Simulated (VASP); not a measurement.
# TiO2 (Anatase) with PBE: from relaxation to properties, part 2 of 2

What structure and properties does PBE give TiO2 (Anatase), and how near are they to the measured ones? The start is a cell from a database of measured crystal structures.

VASP 6.6.1, plane waves and PAW; the level of theory is named at each step.

So far, gap on the k-mesh (eV): step 2 (relaxing cell and atoms (PBE)) 2.13; step 3 (second relaxation) 2.13; step 4 (single point with fields (PBE)) 2.13; step 6 (density of states (PBE)) 2.09; step 8 (independent-particle dielectric function (PBE)) 2.09. The relaxed cell has a = 3.803, c = 9.707 Å (conventional setting).

### 9. Core levels (PBE)

Core levels shift with the potential at each site, so they tell like atoms on unlike sites apart.

The input, INCAR:

```
SYSTEM = TiO2
PREC = Accurate
ENCUT = 520
EDIFF = 1E-06
NELM = 100
ISMEAR = 0
SIGMA = 0.05
LREAL = .FALSE.
ALGO = Normal
GGA = PE
NBANDS = 30
LASPH = .TRUE.
LORBIT = 11
LWAVE = .FALSE.
LCHARG = .FALSE.
KPAR = 4
ICORELEVEL = 1
```

The input, POSCAR:

```
TiO2
1.0
   -1.9015196885      1.9015196885      4.8532805908
    1.9015196885     -1.9015196885      4.8532805908
    1.9015196885      1.9015196885     -4.8532805908
Ti O
2 4
Direct
    0.0000000000      0.0000000000      0.0000000000
    0.7500000000      0.2500000000      0.5000000000
    0.2065503743      0.2065503743      0.0000000000
    0.9565503743      0.4565503743      0.5000000000
    0.5434496257      0.0434496257      0.5000000000
    0.7934496257      0.7934496257      0.0000000000
```

The input, KPOINTS:

```
Automatic mesh
0
Gamma
8 8 8
0 0 0
```

PAW data sets: Ti_sv and O (PBE family, release 64).

The run is started by

```bash
$ mpirun -np 4 vasp_std
```

The job ended after 97 s (4 MPI ranks of AMD EPYC 7R43, shared host; peak memory 1.1 GiB; 5.1 min of CPU time).

These are scalar-relativistic Kohn-Sham levels of the ground state, with no core hole, so they are not binding energies.

This step gave:

- SCF cycles: 16
- bands: 30
- irreducible k-points: 59
- Fermi energy: 3.356 eV
- pressure: 0.04006 GPa
- valence top at k: -0.375, 0.375, 0
- gap on the k-mesh: 2.127 eV

Kohn-Sham core levels. Core levels, by row:

```csv
atom,shell,level below the valence-band top (eV)
Ti1,1s,4862
Ti1,2s,531.5
Ti1,2p,438.8
Ti2,1s,4862
Ti2,2s,531.5
Ti2,2p,438.8
O3,1s,503.9
O4,1s,503.9
O5,1s,503.9
O6,1s,503.9
```

Atoms of one element give levels within 0.1 eV of each other.

### 10. Starting orbitals for the hybrid

A hybrid converges badly from random orbitals, so a cheap semilocal run writes a WAVECAR on the same mesh first.

The input, INCAR:

```
SYSTEM = TiO2
PREC = Accurate
ENCUT = 520
EDIFF = 1E-05
NELM = 100
ISMEAR = 0
SIGMA = 0.05
LREAL = .FALSE.
ALGO = Normal
GGA = PE
NBANDS = 30
LASPH = .TRUE.
LORBIT = 11
LWAVE = .TRUE.
LCHARG = .FALSE.
KPAR = 4
```

POSCAR is that of step 9.

The input, KPOINTS:

```
Automatic mesh
0
Gamma
5 5 5
0 0 0
```

The run is started by

```bash
$ mpirun -np 4 vasp_std
```

Elapsed: 32 s, on 4 MPI ranks; peak memory 0.9 GiB.

This step gave:

- SCF cycles: 14
- irreducible k-points: 18
- free energy (TOTEN): -53.8646 eV
- Fermi energy: 3.476 eV
- pressure: 0.1389 GPa
- valence top at k: -0.4, 0.4, 0
- least direct gap at k: -0.2, -0.2, 0.2
- gap on the k-mesh: 2.103 eV
- least direct gap on the k-mesh: 2.417 eV

The run ends at a pressure of 0.14 GPa, with forces up to 0.0086 eV/Å.

### 11. Band structure (HSE06)

This step: HSE06; plane waves and PAW (Ti_sv, O) (VASP 6.6.1).

HSE06 mixes in a quarter of exact exchange at short range, at far higher cost; in semiconductors this cures much of the gap error, while metals seldom gain.

The input, INCAR:

```
SYSTEM = TiO2
PREC = Accurate
ENCUT = 520
EDIFF = 1E-06
NELM = 100
ISMEAR = 0
SIGMA = 0.05
LREAL = .FALSE.
ALGO = Normal
LHFCALC = .TRUE.
AEXX = 0.25
GGA = PE
HFSCREEN = 0.2
LASPH = .TRUE.
NBANDS = 30
PRECFOCK = Fast
LORBIT = 11
LWAVE = .FALSE.
LCHARG = .FALSE.
KPAR = 4
```

POSCAR is that of step 10.

KPOINTS is that of step 10.

The input, KPOINTS_OPT:

```
Line mode
6
Line-mode
Reciprocal
  0.00000000   0.00000000   0.00000000 GAMMA
  0.00000000   0.00000000   0.50000000 X

  0.00000000   0.00000000   0.50000000 X
 -0.07675397   0.07675397   0.50000000 Y

 -0.07675397   0.07675397   0.50000000 Y
 -0.28837699   0.28837699   0.28837699 S

 -0.28837699   0.28837699   0.28837699 S
  0.00000000   0.00000000   0.00000000 GAMMA

  0.00000000   0.00000000   0.00000000 GAMMA
  0.50000000   0.50000000  -0.50000000 Z

  0.50000000   0.50000000  -0.50000000 Z
  0.28837699   0.71162301  -0.28837699 S1

  0.28837699   0.71162301  -0.28837699 S1
  0.00000000   0.50000000   0.00000000 N

  0.00000000   0.50000000   0.00000000 N
  0.25000000   0.25000000   0.25000000 P

  0.25000000   0.25000000   0.25000000 P
  0.50000000   0.50000000  -0.07675397 Y1

  0.50000000   0.50000000  -0.07675397 Y1
  0.50000000   0.50000000  -0.50000000 Z

  0.00000000   0.00000000   0.50000000 X
  0.25000000   0.25000000   0.25000000 P
```

The WAVECAR or CHGCAR of an earlier step is read.

The run is started by

```bash
$ mpirun -np 4 vasp_std
```

Run time: 30 min. Hardware: 4 MPI ranks.

The run was cut off at its time limit.

More ranks or a longer limit would be the way on.

### 12. Results

| Property | Result |
| --- | --- |
| relaxed volume | 11.70 Å³/atom |
| relaxed conventional cell a, b, c | 3.803, 3.803, 9.707 Å |
| space group after relaxing, within 0.02 Å | I4_1/amd (No. 141) |
| band gap | 2.09 eV, indirect (least direct gap of that run 2.40 eV) |
| gap among the points of the DOS mesh alone, an upper bound | 2.09 eV |
| strongest peak of ε2, mean over directions | 4.01 eV |
| ε1 at zero frequency, no local fields, mean | 6.86 |
| shallowest level of the frozen cores | Ti1 2p, 438.8 eV deep |

What this shows: With PBE, TiO2 (Anatase) relaxes to 11.70 Å³/atom in space group I4_1/amd (held by the symmetry of the run) and has an indirect gap of 2.09 eV. Against the listed cell the volume lies +3.0 % (a +0.5 %, c +2.0 %). Not obtained: vibrations at Γ (PBE), because the run hit its time limit. Not obtained: band structure (HSE06), because the run hit its time limit. Bands along the symmetry lines (PBE): On this path the gap is indirect, 2.09 eV, with the valence top between Γ and X and the conduction bottom at Γ. The least direct gap is 2.40 eV. The gaps belong to a cell whose volume lies +3.0 % from the listed one, and gaps move with volume, which bears on their distance from experiment. Semilocal functionals usually underestimate gaps. No search among competing phases was made, and a listed structure need not be the one stable at ambient conditions. All values are for a static lattice at zero temperature.

Comparison with the measured values:

| quantity | measured | PBE |
| --- | --- | --- |
| lattice constant a (Å) | 3.782 | 3.803 (+0.6 %) |
| lattice constant c (Å) | 9.502 | 9.707 (+2.2 %) |

Measured values from pmc:7952686 (2021).

How well it matches: The lattice constant a is off by +0.6 %: good agreement. The lattice constant c is off by +2.2 %: a clear miss. The grades are ours: good and fair within 0.7 and 1.5 % for the lattice constant a and 0.8 and 2 % for the lattice constant c. Zero-point motion and thermal expansion are not in the computed lattice constants. As a rule both would widen the computed cell, so the excess over experiment is if anything larger than shown.

[Lines on the potential files, build, host, timing and source positions are cut from VASP's logs without a mark.]

[Logs are printed without paths, hosts, clocks, repeated set-up lines and the standing remarks that a program may print on its own settings, such as how far it seeks lower states.]

[Hosts, paths, dates, database ids (printed as entryN), source tags and the programs' standing remarks are cut or masked in the printed files.]

[A measured line is paired with the nearest computed mode of its activity, which favours agreement.]
